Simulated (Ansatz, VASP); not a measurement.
# Tl (Thallium) in two plane-wave programs

Wanted: the spread between two codes on one cell, functional and k mesh. The structure shown comes from an earlier run, which isn't shown and may have moved the atoms alone.

Method: plane waves, with VASP 6.6.1 beside it; PBEsol, in Ansatz 0.2.0.

## Step 1: Starting point

Symmetry: P6_3/mmc, No. 194, hexagonal system. The conventional cell has a = 3.665 Å, b = 3.665 Å, c = 4.931 Å, α = 90.00°, β = 90.00°, γ = 120.00°. Tl has 6 Tl at 3.25 Å nearest.

## Step 2: Ansatz: elastic constants, PBEsol

Ansatz runs on its default PAW (the set named soft_2) files.

Elastic constants are differences of stresses under small strains, so they test the stress and the mesh.

input.yaml

```yaml
crystal:
  lattice:
    - [3.6645061106, 0.0, 0.0]
    - [-1.8322530553, 3.1735553841, 0.0]
    - [0.0, 0.0, 4.9310121496]
  atoms:
    - { symbol: Tl, position: [0.3333333333, 0.6666666667, 0.25] }
    - { symbol: Tl, position: [0.6666666667, 0.3333333333, 0.75] }
kpoints:
  mp_grid: { grid: [4, 4, 4] }
hamiltonian:
  xc: pbesol
scf:
  occupations: { method: methfessel_paxton, width: 0.25 }
output:
  forces: true
  stress: true
  eigenvalues: true
elastic:
  mode: relaxed_ion
  stencil: two_point
  amplitude: 0.01
```

Launch:

```bash
$ ansatz run input.yaml --threads 4 --pin off --max-ram 16384MiB --backend cpu --events-out ev --progress --plain --runs-dir out
```

Numbers of over 12 decimals in the logs are rounded to 6 here.

What it wrote:

```text
Engine: ansatz 0.2.0, x86_64-unknown-linux-gnu
Pseudopotentials: kind: paw
Pseudopotential: Tl, paw, valence charge 13, recommended cutoff 420 eV (normal), Tl.paw.azcp
Functional definition: PBEsol
  exchange = pbesol_x
  correlation = pbesol_c
Crystal: 2 atoms, lattice volume = 57.345 Å³
Basis set: ecut = 420 eV, 1133 PW (Γ), exchange–correlation on 50×50×72 points (8 copies of the dense FFT grid, shifted against one another)
Bands: 17, of which v1, the nominal top of the filled ones, is band 13 counted from 1 (12 counted from 0)
Symmetry: 24 space group operations
Space group: P63/mmc (ITA 194), of the structure as read, at distance tolerance 3.9e-5 Å
k-points: 12 of 64
Non-local potential: Tl, projectors of the file, l = 0: 2, l = 1: 2, l = 2: 2, l = 3: 1
PAW form: soft (Blöchl's): semilocal exchange-correlation on the pseudo side does not see the compensation charge
PAW frozen core: Tl, regenerated for the run's functional, and the local potential with it (the file was generated under x = pbe(κ = 0.804, μ = 0.219515), c = pbe(β = 0.066725))
PAW one-centre angular grid: Tl, 590 points (default); XC on 64 Gauss nodes
Initial density: superposition of atomic densities (neutral atoms: chi_scale 0, normalization atom), corrected by the library's trained network
Initial wavefunctions: pseudopotential atomic-orbital guess
Functional: x = pbesol(κ = 0.804, μ = 0.123457), c = pbesol(β = 0.046)
SCF iter   1: F=—  HF=-22591.253047 eV  |F-HF|=—  |Δ(HF+E_count)|=         —  Δρ=3.07e-3  dr2=8.45e-3  ethr=1.77e-3  ⟨swp⟩=5.2  Hψ=914  notcnv=0
preconditioner: auto → Resta (q_TF=auto, 2.391 Å⁻¹)  ε∞=4.3  [insulator: Δε(μ)=0.457 eV  Ē_g=13.729 eV  σ=0.250 eV  W_gap=0.60  n_scr=20 (ndim 8)  ℏωp=25.0 eV  f_vac=0.000  D(μ)=0.98/eV (n_scr^D=2)  ε∞_Penn≈4.3]
SCF iter   2: F=—  HF=-22591.248477 eV  |F-HF|=—  |Δ(HF+E_count)|=   4.57e-3  S|Δr|=    0.00e0  Δρ=1.36e-3  dr2=1.86e-3  ethr=3.25e-5  ⟨swp⟩=2.6  Hψ=458  notcnv=0
SCF iter   3: F=—  HF=-22591.248017 eV  |F-HF|=—  |Δ(HF+E_count)|=   4.60e-4  S|Δr|=    0.00e0  Δρ=4.99e-4  dr2=2.21e-4  ethr=7.16e-6  ⟨swp⟩=2.5  Hψ=358  notcnv=0
SCF iter   4: F=—  HF=-22591.247986 eV  |F-HF|=—  |Δ(HF+E_count)|=   3.16e-5  S|Δr|=    0.00e0  Δρ=5.91e-5  dr2=2.13e-6  ethr=8.51e-7  ⟨swp⟩=2.5  Hψ=304  notcnv=0
SCF iter   5: F=—  HF=-22591.247994 eV  |F-HF|=—  |Δ(HF+E_count)|=   8.31e-6  S|Δr|=    0.00e0  Δρ=1.31e-5  dr2=6.65e-8  ethr=8.17e-9  ⟨swp⟩=2.4  Hψ=291  notcnv=0
SCF iter   6: F=—  HF=-22591.247994 eV  |F-HF|=—  |Δ(HF+E_count)|=   6.96e-9  S|Δr|=    0.00e0  Δρ=1.67e-6  dr2=1.76e-9  ethr=2.56e-10  ⟨swp⟩=2.5  Hψ=355  notcnv=0
SCF iter   7: F=—  HF=-22591.247994 eV  |F-HF|=—  |Δ(HF+E_count)|=  1.49e-10  S|Δr|=    0.00e0  Δρ=2.62e-7  dr2=4.33e-11  ethr=6.77e-12  ⟨swp⟩=2.6  Hψ=362  notcnv=0
SCF iter   8: F=—  HF=-22591.247994 eV  |F-HF|=—  |Δ(HF+E_count)|=  1.46e-11  S|Δr|=    0.00e0  Δρ=5.93e-8  dr2=1.72e-12  ethr=1.66e-13 (applied; sched 1.00e-12)  ⟨swp⟩=2.2  Hψ=354  notcnv=0
SCF iter   9: F=-22591.247994 eV  HF=-22591.247994 eV  |F-HF|=7.28e-12  |Δ(HF+E_count)|=  3.64e-12  S|Δr|=    0.00e0  Δρ=5.68e-9  dr2=1.24e-14  ethr=1.00e-12  ⟨swp⟩=4.8  Hψ=780  notcnv=0
SCF 1 converged in 9 iterations: F = -22591.247994 eV  dr2 = 1.24e-14
  greatest PAW one-centre occupation: 0.962 electrons in one spin orbital (limit 2), on the Tl atom at site 1 (counted from 0), in its partial waves of l = 2
Crystal: 2 atoms, lattice volume = 56.772 Å³
Basis set: ecut = 420 eV, 1117 PW (Γ), exchange–correlation on 50×50×72 points (8 copies of the dense FFT grid, shifted against one another)
Symmetry: 8 space group operations
k-points: 21 of 64
Initial density: handed on by an earlier stage of this run
Initial wavefunctions: pseudopotential atomic-orbital guess (no wavefunctions were taken with the density)
iter 1 solved again at ethr=3.75e-4 eV; its pass at ethr=3.10e-3 eV (dr2=9.76e-2 eV) is discarded
[...]
preconditioner: auto → Resta (q_TF=auto, 2.395 Å⁻¹)  ε∞=4.4  [insulator: Δε(μ)=0.451 eV  Ē_g=13.623 eV  σ=0.250 eV  W_gap=0.57  n_scr=20 (ndim 8)  ℏωp=25.1 eV  f_vac=0.000  D(μ)=1.07/eV (n_scr^D=2)  ε∞_Penn≈4.4]
[...]
relax step   4: F+E_penalty+E_count = -22591.24740853 eV  Δ(F+E_penalty+E_count) = +1.615e-6 eV  max|allowed force component| = 3.621e-3 eV/Å  Δτ_max = 0.0011 Å  (6 SCF iters, rejected (line search))
SCF iter   1: F=—  HF=-22591.247407 eV  |F-HF|=—  |Δ(HF+E_count)|=         —  Δρ=2.61e-5  dr2=1.96e-7  ethr=7.48e-9  ⟨swp⟩=6.3  Hψ=1739  notcnv=0  defer=1
SCF iter   2: F=—  HF=-22591.247411 eV  |F-HF|=—  |Δ(HF+E_count)|=   3.67e-6  S|Δr|=    0.00e0  Δρ=1.41e-5  dr2=6.61e-8  ethr=7.52e-10  ⟨swp⟩=1.0  Hψ=600  notcnv=0  defer=1
SCF iter   3: F=—  HF=-22591.247411 eV  |F-HF|=—  |Δ(HF+E_count)|=   1.22e-8  S|Δr|=    0.00e0  Δρ=1.15e-6  dr2=9.65e-10  ethr=2.54e-10  ⟨swp⟩=2.0  Hψ=641  notcnv=0  defer=1
SCF iter   4: F=—  HF=-22591.247411 eV  |F-HF|=—  |Δ(HF+E_count)|=  6.55e-11  S|Δr|=    0.00e0  Δρ=1.57e-7  dr2=1.47e-11  ethr=3.71e-12  ⟨swp⟩=2.5  Hψ=693  notcnv=0  defer=1
SCF iter   5: F=—  HF=-22591.247411 eV  |F-HF|=—  |Δ(HF+E_count)|=  1.09e-11  S|Δr|=    0.00e0  Δρ=4.09e-8  dr2=8.95e-13  ethr=5.64e-14 (applied; sched 1.00e-12)  ⟨swp⟩=2.6  Hψ=727  notcnv=0  defer=4
[...]
iter 1 solved again at ethr=1.00e-12 eV; its pass at ethr=3.10e-3 eV (dr2=8.58e-13 eV) is discarded
SCF iter   1: F=—  HF=-22591.247407 eV  |F-HF|=—  |Δ(HF+E_count)|=         —  Δρ=8.90e-8  dr2=7.18e-13  ethr=1.00e-12  ⟨swp⟩=2.8  Hψ=2335  notcnv=0
SCF iter   2: F=—  HF=-22591.247411 eV  |F-HF|=—  |Δ(HF+E_count)|=   3.70e-6  S|Δr|=    0.00e0  Δρ=4.31e-8  dr2=2.28e-13  ethr=2.76e-15 (applied; sched 1.00e-12)  ⟨swp⟩=3.0  Hψ=1034  notcnv=0
SCF iter   3: F=-22591.247411 eV  HF=-22591.247411 eV  |F-HF|=1.09e-11  |Δ(HF+E_count)|=  7.28e-12  S|Δr|=    0.00e0  Δρ=2.93e-8  dr2=9.96e-14  ethr=1.00e-12  ⟨swp⟩=3.0  Hψ=1132  notcnv=0
SCF 27 converged in 3 iterations: F = -22591.247411 eV  dr2 = 9.96e-14
WARN: C11 and the rest of its column (C11 to C61, from strain 11), every constant that the crystal's symmetry builds from them, which can be the whole tensor where fewer than six strains are applied, and every modulus and the stability verdict built on them may be wrong in sign or size. Seen: in the pair of strain-11 cells at ±0.010; in the cell at −0.010 the ions' relaxation parts from the harmonic prediction from its forces and displacements by 14.7 %; the limit at this strain's size is 10.0 %. Do: rerun the whole batch at denser k-point meshes (`kpoints.mp_grid`) until the constants change by less than you need. [rest of the remark cut]
SCF converged after 9 iterations
Stability not checked: this state was not tested for a lower state beside it, because cold or Methfessel-Paxton smearing, or corrected tetrahedra, fill the levels in a way that the test cannot read (fill_not_monotonic; see scf.lower_state_search)
Free energy (F): -22591.247994 eV
Harris-Foulkes:  -22591.247994 eV  (|F-HF|=7.28e-12)
Internal energy: -22591.247495 eV  (E = F + TS)
E sigma→0 (E₀):  -22591.247869 eV
Entropy (-TS):   -0.000499 eV (-0.249 meV/atom)
Fermi energy:    10.020828 eV
--- Per-component energies (eV) ---
  E_band       = 9.917395
  E_kinetic    = 667.627219
  E_local      = -1771.532339  (includes V_loc(G=0)·N_el)
  E_nonlocal   = 638.239040
  E_hartree    = 654.021979
  E_xc         = -457.575235
  E_vxc        = -284.495071  (∫ρ·V_xc dr)
  E_paw        = -20035.395246  (= ΣΔE_a)
  E_vpaw       = -547.965478  (= ΣTr[D̂ρ^β])
  E_aug_tail   = 0.000068  (compensation charges beyond the density's cutoff)
  E_ewald      = -2286.709513
  E_core_change = 0.076530  (= ΣΔE_core)
  E_smearing   = -0.000499  (= −TS)
  E_closure    = 0.000000  (closes the sum)
  Σ components = -22591.247994   (vs F -22591.247994, Δ=0.00e0)
--- Forces (eV/Å), atoms counted from 1 ---
  atom   1  Tl     0.00000000     0.00000000     0.00000000
  atom   2  Tl     0.00000000    -0.00000000     0.00000000
  max |Σ_I F_I| component: 9.25e-18 eV/Å
--- Stress (GPa, compression-positive) ---
       -0.004013       0.000000       0.000000
        0.000000      -0.004013       0.000000
        0.000000       0.000000      -0.020378
  P = ⅓ Tr σ = -0.0095 GPa (-0.095 kbar)
--- Band table (eV; the first three rows and the last of 12) ---
  k-point 0: bands = [... 9 lower, -0.8592, 0.0978, 6.8134, 8.0764, 16.1459, 16.1459, 18.6976, 18.6976]
  k-point 1: bands = [... 9 lower, -0.8563, 0.5090, 4.1754, 11.4951, 16.5216, 16.5216, 18.3987, 18.3987]
  k-point 2: bands = [... 9 lower, -0.9506, 1.8687, 1.8687, 16.0560, 16.0560, 17.4780, 17.4780, 17.4780]
  k-point 11: bands = [... 9 lower, -0.9138, 4.8421, 4.8421, 9.3561, 9.3561, 11.6892, 11.6892, 19.1763]
--- Elastic constants: 3 strain directions × 2 members + reference (group order 24) ---
  dense FFT box of the reference and of every strained cell: 25×25×36
  strains applied: 11, 33, 23; error gains: componentwise 1.00 (the most a stress slope's error grows in a printed constant), spectral 1.41 (1 for all six strains in a standard setting)
  C = ∂σ_k/∂η_j (tension-positive GPa; Voigt order 11 22 33 23 13 12):
        15.884     66.512     27.896      0.000      0.000      0.000
        66.512     15.884     27.896      0.000      0.000      0.000
        23.794     23.794     69.021      0.000      0.000     -0.000
         0.000      0.000      0.000     32.158     -0.000      0.000
         0.000      0.000      0.000     -0.000     32.158      0.000
         0.000     -0.000      0.000      0.000      0.000    -25.314
  reference stress σ⁰ (GPa):      0.004      0.004      0.020     -0.000     -0.000     -0.000
  C* (energy form; C + prestress term) asymmetry max|C*_kj − C*_jk| = 4.085e0 GPa — a small one proves nothing (zero by symmetry where the batch's group is 432, −43m or m−3m); a large one is finite-difference/SCF noise where every solve meets its electron count
  moduli (Voigt/Reuss/Hill, GPa): K = 37.47/37.17/37.32   G = 6.64/143.47/75.06   E = 134.80   ν = -0.102
  mechanically stable: NO (min eigenvalue of sym C = -50.63 GPa)
  harmonic check of the ions' relaxations: strain 11: 1 of 1 pair far from harmonic (see the warning)
  the stresses are not corrected for the forces that the relaxations left standing (`elastic.f_tol`)
  strain η (Voigt 11):  stress-route row diagonal C_11 = 15.88 GPa, energy-path curvature d²(F+E_count+ΔE)/dδ²/Ω₀ = 8.84 GPa
         δ    σ_11 (GPa)             F (eV)   n_scf  n_hpsi   n_pw
    -1.000e-2      -0.2011      -22591.2477618       3    4309   1120   relax 5 steps, max|allowed force component| 9.27e-6 eV/Å
     1.000e-2       0.1166      -22591.2478905       3    4304   1152   relax 5 steps, max|allowed force component| 2.21e-5 eV/Å
  strain η (Voigt 33):  stress-route row diagonal C_33 = 69.02 GPa, energy-path curvature d²(F+E_count+ΔE)/dδ²/Ω₀ = 68.27 GPa
         δ    σ_33 (GPa)             F (eV)   n_scf  n_hpsi   n_pw
    -1.000e-2      -0.7249      -22591.2467835       8    4008   1132   relax 0 steps, max|allowed force component| 1.39e-17 eV/Å
     1.000e-2       0.6556      -22591.2467598       7    3589   1148   relax 0 steps, max|allowed force component| 2.31e-17 eV/Å
  strain η (Voigt 23):  stress-route row diagonal C_44 = 32.16 GPa, energy-path curvature d²(F+E_count+ΔE)/dδ²/Ω₀ = 32.18 GPa
         δ    σ_23 (GPa)             F (eV)   n_scf  n_hpsi   n_pw
    -1.000e-2      -0.3216      -22591.2474105       4    6065   1130   relax 5 steps, max|allowed force component| 3.50e-5 eV/Å
     1.000e-2       0.3216      -22591.2474105       3    4933   1130   relax 5 steps, max|allowed force component| 3.50e-5 eV/Å
```

[end of part 1 of 2]

[Lines on the potential files, build, host, timing and source positions are cut from VASP's logs without a mark.]

[Logs are printed without paths, hosts, clocks, repeated set-up lines and the standing remarks that a program may print on its own settings, such as how far it seeks lower states.]

[Hosts, paths, dates, database ids (printed as entryN), source tags and the programs' standing remarks are cut or masked in the printed files.]
